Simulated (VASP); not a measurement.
Consider the following.

```
CELL_PARAMETERS angstrom
      4.39260     0.00000     0.00000
     -2.19630     3.80410     0.00000
      0.00000     0.00000     4.94275
ATOMIC_POSITIONS crystal
  W  0.33333 0.66667 0.93747
  W  0.66667 0.33333 0.43747
  Al 0.33333 0.66667 0.43753
  Al 0.66667 0.33333 0.93753
```

Calculation: PBEsol GGA, VASP's PBE PAW potentials (set 64) (plane waves; VASP). Run with 400 eV cut-off, 9×9×7 Γ-centred mesh, tetrahedra with Blöchl corrections, potentials W_sv Al.

The cores are frozen, which limits the accuracy of field gradients.

Question: Give the principal components of the electric field gradient (V/Å²) and the asymmetry η at each nucleus.

Answer: 
| atom | Vxx | Vyy | Vzz | η |
|---|---|---|---|---|
| W1 | 136.9 | 136.9 | -273.7 | 0.00 |
| W2 | 136.9 | 136.9 | -273.7 | 0.00 |
| Al3 | 7.3 | 7.3 | -14.7 | 0.00 |
| Al4 | 7.3 | 7.3 | -14.7 | 0.00 |

The structure was generated: WAl was put into the wurtzite type (P6_3mc), which need not be its known phase. It was relaxed first, which changed the volume by -41 %. The relaxed cell has space group P6_3/mmc.
